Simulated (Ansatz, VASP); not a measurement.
## InSe: VASP beside Ansatz

Aim: how closely do two programs agree when they are given the same cell, functional and k mesh? The cell is taken from a series of runs on this material, whose earlier steps may have relaxed, scaled, displaced or heated it; both programs get it as it stands.

Program: Ansatz 0.2.0. Level of theory: plane waves, with VASP 6.6.1 beside it; PBEsol. Results are calculated unless marked as measured.

### 1. The structure

The cell holds 4 atoms: 2 In and 2 Se. Its edges and angles: a = 3.996 Å, b = 3.996 Å, c = 34.100 Å, α = 90.0°, β = 90.0°, γ = 120.0°. Vacuum lies along c.

As a file:

```xyz
4
Lattice="3.9961 0.0000 0.0000 -1.9980 3.4607 0.0000 0.0000 0.0000 34.1000" Properties=species:S:1:pos:R:3
In    0.0000    2.3071   12.3867
In    0.0000    2.3071    9.6133
Se    1.9980    1.1536   13.6698
Se    1.9980    1.1536    8.3302
```

### 2. VASP: zone-centre phonons, PBEsol

Second derivatives magnify differences that forces hide, and they need a tight electronic threshold.

Lines of VASP's logs that name or quote its potential files are left out, and so is its time.

File INCAR:

```
SYSTEM = InSe
PREC = Accurate
ENCUT = 500
EDIFF = 1E-08
NELM = 120
ISMEAR = 0
SIGMA = 0.01
LREAL = .FALSE.
ALGO = Normal
GGA = PS
NBANDS = 25
LORBIT = 11
LWAVE = .FALSE.
LCHARG = .FALSE.
ISIF = 2
IBRION = 8
LASPH = .TRUE.
GGA_COMPAT = .FALSE.
EFERMI = MIDGAP
NELMDL = -8
KPAR = 2
```

File POSCAR:

```
InSe
1.0
    3.9960860633      0.0000000000      0.0000000000
   -1.9980430317      3.4607120465      0.0000000000
    0.0000000000      0.0000000000     34.0999600000
In Se
2 2
Direct
    0.3333333333      0.6666666667      0.3632454349
    0.3333333333      0.6666666667      0.2819166122
    0.6666666666      0.3333333334      0.4008740466
    0.6666666666      0.3333333334      0.2442880005
```

File KPOINTS:

```
Automatic mesh
0
Gamma
9 9 1
0 0 0
```

PAW data sets: In_d and Se (PBE family, release 64).

Command:

```
$ mpirun -np 2 vasp_std
```

Numbers of over 12 decimals in the logs are rounded to 6 here.

Log:

```text
[banner, memory and clock lines left out]
running    2 mpi-ranks, on    1 nodes
 distrk:  each k-point on    1 cores,    2 groups
 distr:  one band on    1 cores,    1 groups

 POSCAR found type information on POSCAR InSe
 POSCAR found :  2 types and       4 ions
|                                                                             |
|               ----> ADVICE to this user running VASP <----                  |
|                                                                             |
|     You enforced a specific xc type in the INCAR file but a different       |
|     [... a line on the potential file left out ...]
|     I HOPE YOU KNOW WHAT YOU ARE DOING!                                     |
|                                                                             |

 LDA part: xc-table for (Slater+PW92), standard interpolation
 POSCAR, INCAR and KPOINTS ok, starting setup
 FFT: planning ... GRIDC
 FFT: planning ... GRID_SOFT
 FFT: planning ... GRID
 WAVECAR not read
 entering main loop
       N       E                     dE             d eps       ncg     rms          rms(c)
DAV:   1     0.305707390984E+03    0.30571E+03   -0.14470E+04   648   0.113E+03
DAV:   2     0.194267232856E+02   -0.28628E+03   -0.28237E+03   736   0.287E+02
DAV:   3    -0.149425198751E+02   -0.34369E+02   -0.34167E+02   765   0.126E+02
DAV:   4    -0.160040091796E+02   -0.10615E+01   -0.10598E+01   752   0.283E+01
DAV:   5    -0.160431532522E+02   -0.39144E-01   -0.39136E-01   918   0.481E+00
DAV:   6    -0.160441471114E+02   -0.99386E-03   -0.99385E-03   960   0.688E-01
DAV:   7    -0.160441628976E+02   -0.15786E-04   -0.15786E-04   886   0.734E-02
DAV:   8    -0.160441633794E+02   -0.48178E-06   -0.48186E-06   960   0.126E-02    0.647E+00
DAV:   9    -0.155999682721E+02    0.44420E+00   -0.96071E-01   803   0.168E+01    0.391E+00
DAV:  10    -0.155641424971E+02    0.35826E-01   -0.45315E-01   879   0.556E+00    0.785E-01
DAV:  11    -0.155586498424E+02    0.54927E-02   -0.48359E-02   926   0.275E+00    0.550E-01
DAV:  12    -0.155586654761E+02   -0.15634E-04   -0.64994E-03   683   0.415E-01    0.119E-01
DAV:  13    -0.155585571457E+02    0.10833E-03   -0.49237E-04   943   0.252E-01    0.624E-02
DAV:  14    -0.155585092281E+02    0.47918E-04   -0.28067E-04   726   0.888E-02    0.219E-02
[...]
DAV:  24    -0.155587349536E+02   -0.62499E-06   -0.38459E-09   566   0.419E-04    0.211E-04
DAV:  25    -0.155587366155E+02   -0.16619E-05   -0.33281E-08   517   0.543E-04    0.127E-04
DAV:  26    -0.155587370104E+02   -0.39489E-06   -0.30993E-09   556   0.371E-04    0.407E-05
DAV:  27    -0.155587373138E+02   -0.30334E-06   -0.95511E-10   490   0.198E-04    0.500E-05
DAV:  28    -0.155587375673E+02   -0.25351E-06   -0.22986E-09   495   0.158E-04    0.360E-05
DAV:  29    -0.155587376269E+02   -0.59641E-07    0.75848E-10   511   0.110E-04    0.280E-05
DAV:  30    -0.155587376468E+02   -0.19924E-07    0.10184E-09   437   0.739E-05    0.968E-06
DAV:  31    -0.155587376530E+02   -0.61291E-08    0.11005E-09   418   0.349E-05
   1 F= -.15558738E+02 E0= -.15558738E+02  d E =0.000000E+00
 Linear response reoptimize wavefunctions to high precision
DAV:   1    -0.155587376558E+02   -0.28713E-08    0.11168E-09   418   0.272E-05
DAV:   2    -0.155587376558E+02    0.43656E-10    0.11102E-09   384   0.120E-05
DAV:   3    -0.155587376558E+02   -0.21828E-10    0.11187E-09   377   0.927E-06
 Linear response DOF=           4
 Linear response progress:
  Degree of freedom:   1/  4
       N       E                     dE             d eps       ncg     rms          rms(c)
RMM:   1    -0.231413592773E+00   -0.23141E+00   -0.95639E-02  2895   0.439E+00
RMM:   2    -0.233231822328E+00   -0.18182E-02   -0.17745E-02  3249   0.106E+00    0.966E-02
RMM:   3    -0.233362120269E+00   -0.13030E-03   -0.24300E-03  3700   0.349E-01    0.366E-02
RMM:   4    -0.233268516321E+00    0.93604E-04   -0.22193E-04  3772   0.117E-01    0.283E-02
RMM:   5    -0.233255293424E+00    0.13223E-04   -0.21538E-05  3841   0.436E-02    0.630E-03
RMM:   6    -0.233245238953E+00    0.10054E-04   -0.44482E-06  4066   0.186E-02    0.231E-03
RMM:   7    -0.233242827411E+00    0.24115E-05    0.14304E-06  4048   0.639E-03    0.152E-03
RMM:   8    -0.233236321658E+00    0.65058E-05    0.32999E-06  3823   0.309E-03    0.687E-04
RMM:   9    -0.233239090314E+00   -0.27687E-05    0.12158E-06  4119   0.157E-03    0.368E-04
RMM:  10    -0.233239275119E+00   -0.18480E-06    0.31985E-07  4471   0.799E-04    0.376E-04
RMM:  11    -0.233239228025E+00    0.47094E-07    0.38728E-07  4115   0.442E-04    0.371E-04
RMM:  12    -0.233238967109E+00    0.26092E-06    0.14752E-07  4126   0.268E-04    0.338E-04
 first order change of Fermi-energy   0.21705E-05
 force on displaced ion       1 direction 1 :  -5.041   0.000   0.000
 Linear response progress:
  Degree of freedom:   2/  4
       N       E                     dE             d eps       ncg     rms          rms(c)
RMM:   1    -0.251970634405E+00   -0.25197E+00   -0.93848E-02   827   0.455E+00
RMM:   2    -0.254013358513E+00   -0.20427E-02   -0.22187E-02   931   0.118E+00    0.136E-01
RMM:   3    -0.253971709803E+00    0.41649E-04   -0.30948E-03  1108   0.427E-01    0.607E-02
RMM:   4    -0.253771321502E+00    0.20039E-03   -0.31571E-04  1133   0.130E-01    0.428E-02
RMM:   5    -0.253638189881E+00    0.13313E-03   -0.80154E-05  1101   0.550E-02    0.162E-02
RMM:   6    -0.253606969795E+00    0.31220E-04   -0.44345E-05  1140   0.250E-02    0.595E-03
RMM:   7    -0.253612673005E+00   -0.57032E-05    0.25458E-05  1137   0.884E-03    0.335E-03
RMM:   8    -0.253623874436E+00   -0.11201E-04    0.76087E-06  1129   0.480E-03    0.184E-03
RMM:   9    -0.253624843755E+00   -0.96932E-06   -0.62618E-06  1188   0.196E-03    0.174E-03
RMM:  10    -0.253624471435E+00    0.37232E-06   -0.30752E-06  1067   0.101E-03    0.578E-04
RMM:  11    -0.253621514580E+00    0.29569E-05   -0.12125E-06  1145   0.838E-04    0.943E-04
RMM:  12    -0.253621569094E+00   -0.54514E-07    0.41982E-07  1033   0.531E-04    0.210E-04
RMM:  13    -0.253621592727E+00   -0.23633E-07    0.47412E-07  1180   0.293E-04    0.271E-04
RMM:  14    -0.253621583676E+00    0.90510E-08    0.30287E-07  1069   0.257E-04    0.533E-04
RMM:  15    -0.253621702182E+00   -0.11851E-06    0.27039E-07  1095   0.144E-04    0.388E-04
RMM:  16    -0.253621671400E+00    0.30782E-07    0.19249E-07  1188   0.119E-04    0.211E-04
RMM:  17    -0.253621651648E+00    0.19752E-07    0.39715E-08  1227   0.684E-05    0.122E-04
RMM:  18    -0.253621620971E+00    0.30677E-07    0.11632E-07  1189   0.569E-05    0.406E-05
RMM:  19    -0.253621615537E+00    0.54345E-08    0.37057E-08  1207   0.503E-05    0.359E-06
 first order change of Fermi-energy   0.38673E+00
 force on displaced ion       1 direction 3 :   0.000  -0.000 -11.718
 Linear response progress:
  Degree of freedom:   3/  4
       N       E                     dE             d eps       ncg     rms          rms(c)
RMM:   1    -0.820290851046E-01   -0.82029E-01    0.79115E-02  4156   0.149E+00
RMM:   2    -0.796683894976E-01    0.23607E-02   -0.19678E-03  3085   0.516E-01    0.115E-01
RMM:   3    -0.802252864969E-01   -0.55690E-03   -0.10342E-03  3783   0.198E-01    0.480E-02
RMM:   4    -0.804133217014E-01   -0.18804E-03   -0.13885E-04  3791   0.658E-02    0.155E-02
RMM:   5    -0.804758172359E-01   -0.62496E-04   -0.10413E-05  3941   0.202E-02    0.660E-03
RMM:   6    -0.804696969026E-01    0.61203E-05   -0.85099E-07  3933   0.660E-03    0.222E-03
RMM:   7    -0.804701670410E-01   -0.47014E-06   -0.11424E-06  4056   0.224E-03    0.791E-04
RMM:   8    -0.804729602340E-01   -0.27932E-05   -0.31019E-07  3938   0.101E-03    0.293E-04
RMM:   9    -0.804734452832E-01   -0.48505E-06    0.76746E-07  4210   0.367E-04    0.109E-04
RMM:  10    -0.804733093508E-01    0.13593E-06   -0.15554E-07  4115   0.163E-04    0.146E-05
RMM:  11    -0.804733253799E-01   -0.16029E-07   -0.10110E-07  4431   0.842E-05    0.121E-05
RMM:  12    -0.804733388701E-01   -0.13490E-07   -0.58103E-08  4069   0.504E-05    0.647E-06
RMM:  13    -0.804733427673E-01   -0.38971E-08   -0.13828E-08  3515   0.429E-05    0.489E-06
 first order change of Fermi-energy  -0.80415E-06
 force on displaced ion       3 direction 1 :  -5.274  -0.001  -0.000
 Linear response progress:
  Degree of freedom:   4/  4
       N       E                     dE             d eps       ncg     rms          rms(c)
RMM:   1    -0.112530518145E+00   -0.11253E+00    0.93770E-02  1166   0.154E+00
RMM:   2    -0.111057655715E+00    0.14729E-02   -0.18259E-03   915   0.486E-01    0.127E-01
RMM:   3    -0.111126184820E+00   -0.68529E-04   -0.92222E-04  1081   0.207E-01    0.500E-02
RMM:   4    -0.111101240970E+00    0.24944E-04   -0.16643E-04  1153   0.610E-02    0.235E-02
RMM:   5    -0.111079887313E+00    0.21354E-04   -0.70706E-05  1136   0.331E-02    0.874E-03
RMM:   6    -0.111064471291E+00    0.15416E-04   -0.43601E-05  1082   0.118E-02    0.665E-03
RMM:   7    -0.111058561360E+00    0.59099E-05    0.15026E-06  1166   0.381E-03    0.529E-03
RMM:   8    -0.111060151075E+00   -0.15897E-05    0.40499E-06  1033   0.271E-03    0.264E-03
RMM:   9    -0.111059419766E+00    0.73131E-06   -0.17862E-06  1187   0.159E-03    0.364E-04
RMM:  10    -0.111059311971E+00    0.10779E-06   -0.81495E-07  1157   0.479E-04    0.376E-04
RMM:  11    -0.111060115566E+00   -0.80359E-06   -0.62746E-08   985   0.575E-04    0.215E-04
RMM:  12    -0.111060876865E+00   -0.76130E-06   -0.81587E-07  1048   0.410E-04    0.145E-04
RMM:  13    -0.111062126754E+00   -0.12499E-05   -0.82558E-08  1117   0.552E-04    0.536E-04
RMM:  14    -0.111062588853E+00   -0.46210E-06    0.40326E-08  1076   0.251E-04    0.476E-04
RMM:  15    -0.111062673128E+00   -0.84275E-07    0.29796E-07  1121   0.201E-04    0.145E-04
RMM:  16    -0.111062648198E+00    0.24930E-07   -0.17701E-08  1074   0.114E-04    0.590E-05
RMM:  17    -0.111062598905E+00    0.49293E-07   -0.13472E-07  1034   0.108E-04    0.852E-05
RMM:  18    -0.111062571737E+00    0.27168E-07    0.23682E-08  1171   0.620E-05    0.719E-05
RMM:  19    -0.111062563676E+00    0.80607E-08    0.37631E-08  1074   0.584E-05    0.173E-05
 first order change of Fermi-energy  -0.48396E+00
 force on displaced ion       3 direction 3 :   0.000   0.000  -6.815
 Linear response finished
```

OUTCAR, selected parts (step 2):

```text
ion  position               nearest neighbor table
   1  0.333  0.667  0.363-   3 2.64   3 2.64   3 2.64   2 2.77
   2  0.333  0.667  0.282-   4 2.64   4 2.64   4 2.64   1 2.77
   3  0.667  0.333  0.401-   1 2.64   1 2.64   1 2.64
   4  0.667  0.333  0.244-   2 2.64   2 2.64   2 2.64

  LATTYP: Found a hexagonal cell.
 ALAT       =     3.9960860633
 C/A-ratio  =     8.5333397379

 Subroutine GETGRP returns: Found 12 space group operations
 (whereof  6 operations were pure point group operations)

The static configuration has the point symmetry C_3v.
 The point group associated with its full space group is D_3h.

 Found     12 irreducible k-points:

   k-points           NKPTS =     12   k-points in BZ     NKDIM =     12   number of bands    NBANDS=     25

   dimension x,y,z NGX =    30 NGY =   30 NGZ =  250
   dimension x,y,z NGXF=    60 NGYF=   60 NGZF=  500

   ENCUT  =  500.0 eV  36.75 Ry    6.06 a.u.   7.29  7.29 62.17*2*pi/ulx,y,z

   NELECT =      38.0000    total number of electrons

 k-points in reciprocal lattice and weights: Automatic mesh
   0.00000000  0.00000000  0.00000000       0.012
   0.11111111  0.00000000  0.00000000       0.074
   0.22222222  0.00000000  0.00000000       0.074
   0.33333333  0.00000000  0.00000000       0.074
   0.44444444  0.00000000  0.00000000       0.074
   0.11111111  0.11111111  0.00000000       0.074
   0.22222222  0.11111111  0.00000000       0.148
   0.33333333  0.11111111  0.00000000       0.148
   0.44444444  0.11111111  0.00000000       0.074
   0.22222222  0.22222222  0.00000000       0.074
   0.33333333  0.22222222  0.00000000       0.148
   0.33333333  0.33333333  0.00000000       0.025

 average (electrostatic) potential at core
       1-103.9277       2-103.9277       3 -60.9261       4 -60.9261

  Total        0.0449377      0.0449377      0.0277477     -0.0000000      0.0000000      0.0000000
  in kB        0.1526748      0.1526748      0.0942722     -0.0000000      0.0000000      0.0000000
  external PRESSURE =       0.1332072 kB  Pullay stress =       0.0000000 kB

  energy-cutoff  :      500.00
  volume of cell :      471.58
      direct lattice vectors                 reciprocal lattice vectors
     3.996086063  0.000000000  0.000000000     0.250244861  0.144478938  0.000000000
    -1.998043032  3.460712046  0.000000000     0.000000000  0.288957875  0.000000000
     0.000000000  0.000000000 34.099960000     0.000000000  0.000000000  0.029325548

 POSITION                                       TOTAL-FORCE (eV/Angst)
 -----------------------------------------------------------------------------------
     -0.00000      2.30714     12.38665        -0.000000      0.000000     -0.019073
     -0.00000      2.30714      9.61335        -0.000000      0.000000      0.019073
      1.99804      1.15357     13.66979         0.000000     -0.000000      0.019460
      1.99804      1.15357      8.33021         0.000000     -0.000000     -0.019460
 -----------------------------------------------------------------------------------
    total drift:                                0.000000     -0.000000      0.000096

 Eigenvectors and eigenvalues of the dynamical matrix
 ----------------------------------------------------

   1 f  =    6.805599 THz    42.760837 2PiTHz  227.010331 cm-1    28.145681 meV
             X         Y         Z           dx          dy          dz
     -0.000000  2.307141 12.386655     0.000000    0.000000    0.590070
     -0.000000  2.307141  9.613345     0.000000    0.000000   -0.590070
      1.998043  1.153571 13.669789    -0.000000   -0.000000   -0.389637
      1.998043  1.153571  8.330211    -0.000000   -0.000000    0.389637

   2 f  =    5.970496 THz    37.513734 2PiTHz  199.154316 cm-1    24.691977 meV
             X         Y         Z           dx          dy          dz
     -0.000000  2.307141 12.386655     0.000000   -0.000000    0.451979
     -0.000000  2.307141  9.613345     0.000000   -0.000000    0.451979
      1.998043  1.153571 13.669789    -0.000000    0.000000   -0.543797
      1.998043  1.153571  8.330211    -0.000000    0.000000   -0.543797

   3 f  =    5.209239 THz    32.730616 2PiTHz  173.761521 cm-1    21.543673 meV
             X         Y         Z           dx          dy          dz
     -0.000000  2.307141 12.386655     0.386257   -0.231412   -0.000000
     -0.000000  2.307141  9.613345     0.386257   -0.231412    0.000000
      1.998043  1.153571 13.669789    -0.467697    0.280203    0.000000
      1.998043  1.153571  8.330211    -0.467697    0.280203    0.000000

   4 f  =    5.209239 THz    32.730616 2PiTHz  173.761521 cm-1    21.543673 meV
             X         Y         Z           dx          dy          dz
     -0.000000  2.307141 12.386655    -0.231412   -0.386257    0.000000
     -0.000000  2.307141  9.613345    -0.231412   -0.386257    0.000000
      1.998043  1.153571 13.669789     0.280203    0.467697   -0.000000
      1.998043  1.153571  8.330211     0.280203    0.467697   -0.000000

   5 f  =    5.091320 THz    31.989705 2PiTHz  169.828142 cm-1    21.055997 meV
             X         Y         Z           dx          dy          dz
     -0.000000  2.307141 12.386655     0.373017   -0.223480    0.000000
     -0.000000  2.307141  9.613345    -0.373017    0.223480    0.000000
      1.998043  1.153571 13.669789    -0.478322    0.286570    0.000000
      1.998043  1.153571  8.330211     0.478322   -0.286570   -0.000000

   6 f  =    5.091320 THz    31.989705 2PiTHz  169.828142 cm-1    21.055997 meV
             X         Y         Z           dx          dy          dz
     -0.000000  2.307141 12.386655     0.223480    0.373017    0.000000
     -0.000000  2.307141  9.613345    -0.223480   -0.373017    0.000000
      1.998043  1.153571 13.669789    -0.286570   -0.478322   -0.000000
      1.998043  1.153571  8.330211     0.286570    0.478322   -0.000000

   7 f  =    3.179500 THz    19.977391 2PiTHz  106.056719 cm-1    13.149351 meV
             X         Y         Z           dx          dy          dz
     -0.000000  2.307141 12.386655     0.000000   -0.000000   -0.389637
     -0.000000  2.307141  9.613345    -0.000000    0.000000    0.389637
      1.998043  1.153571 13.669789    -0.000000    0.000000   -0.590070
      1.998043  1.153571  8.330211    -0.000000    0.000000    0.590070

   8 f  =    1.025078 THz     6.440755 2PiTHz   34.192922 cm-1     4.239380 meV
             X         Y         Z           dx          dy          dz
     -0.000000  2.307141 12.386655     0.478329   -0.286560   -0.000000
     -0.000000  2.307141  9.613345    -0.478329    0.286560   -0.000000
      1.998043  1.153571 13.669789     0.373022   -0.223472   -0.000000
      1.998043  1.153571  8.330211    -0.373022    0.223472   -0.000000

   9 f  =    1.025078 THz     6.440755 2PiTHz   34.192922 cm-1     4.239380 meV
             X         Y         Z           dx          dy          dz
     -0.000000  2.307141 12.386655    -0.286560   -0.478329    0.000000
     -0.000000  2.307141  9.613345     0.286560    0.478329    0.000000
      1.998043  1.153571 13.669789    -0.223472   -0.373022    0.000000
      1.998043  1.153571  8.330211     0.223472    0.373022    0.000000

  10 f/i=    0.006669 THz     0.041904 2PiTHz    0.222462 cm-1     0.027582 meV
             X         Y         Z           dx          dy          dz
     -0.000000  2.307141 12.386655     0.000000    0.000000    0.543797
     -0.000000  2.307141  9.613345     0.000000    0.000000    0.543797
      1.998043  1.153571 13.669789     0.000000    0.000000    0.451979
      1.998043  1.153571  8.330211     0.000000    0.000000    0.451979

  11 f/i=    0.010503 THz     0.065991 2PiTHz    0.350338 cm-1     0.043436 meV
             X         Y         Z           dx          dy          dz
     -0.000000  2.307141 12.386655    -0.059634   -0.541939    0.000000
     -0.000000  2.307141  9.613345    -0.059634   -0.541939    0.000000
      1.998043  1.153571 13.669789    -0.049250   -0.447572    0.000000
      1.998043  1.153571  8.330211    -0.049250   -0.447572    0.000000

  12 f/i=    0.010503 THz     0.065991 2PiTHz    0.350338 cm-1     0.043436 meV
             X         Y         Z           dx          dy          dz
     -0.000000  2.307141 12.386655    -0.541939    0.059634    0.000000
     -0.000000  2.307141  9.613345    -0.541939    0.059634    0.000000
      1.998043  1.153571 13.669789    -0.447572    0.049250    0.000000
      1.998043  1.153571  8.330211    -0.447572    0.049250    0.000000

 ELASTIC MODULI CONTR FROM IONIC RELAXATION (kBar)
 Direction    XX          YY          ZZ          XY          YZ          ZX
 --------------------------------------------------------------------------------
 XX         -81.9633    -33.0105    -63.7152      0.0000     -0.0000      0.0000
 YY         -33.0105    -81.9633    -63.7152      0.0000      0.0000      0.0000
 ZZ         -63.7152    -63.7152   -219.2891      0.0000     -0.0000     -0.0000
 XY           0.0000      0.0000      0.0000    -24.4764      0.0000      0.0000
 YZ          -0.0000      0.0000     -0.0000      0.0000    -76.3622      0.0000
 ZX           0.0000      0.0000     -0.0000      0.0000      0.0000    -96.3079
 --------------------------------------------------------------------------------
```

[end of part 1 of 2]

[Lines on the potential files, build, host, timing and source positions are cut from VASP's logs without a mark.]

[Logs are printed without paths, hosts, clocks, repeated set-up lines and the standing remarks that a program may print on its own settings, such as how far it seeks lower states.]

[Hosts, paths, dates, database ids (printed as entryN), source tags and the programs' standing remarks are cut or masked in the printed files.]
